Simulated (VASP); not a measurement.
Data:

```
CELL_PARAMETERS angstrom
      1.56601    -2.71241     0.00000
      1.56601     2.71241     0.00000
      0.00000     0.00000     3.48212
ATOMIC_POSITIONS crystal
  Hf 0.00000 0.00000 0.00000
  B  0.33333 0.66667 0.51436
  B  0.66667 0.33333 0.50000
```

Method: r2SCAN meta-GGA, VASP's PBE PAW potentials (set 64) (plane waves; VASP 6.6.1). Numerical set-up: 600 eV cut-off, 10×10×8 Γ-centred mesh, first-order Methfessel-Paxton smearing of 0.10 eV, potentials Hf_pv B.

Unless said otherwise, spin-orbit coupling is left out, though it shifts the bands of the heavy elements here.

### Question
Predict the energy per atom (σ→0), largest force, band gap (on the k-mesh) with the smallest direct gap where there is one.

### Answer

```yaml
band gap (on the k-mesh): none (metal, semimetal or under 0.01 eV)
energy per atom (σ→0): -21.026 eV/atom
largest_force: 0.481 eV/Å
```

The absolute energy has meaning only against runs of the same code, potentials and settings.

The compound is HfB2 in the AlB2 type structure. This cell was strained or had an atom moved on purpose.
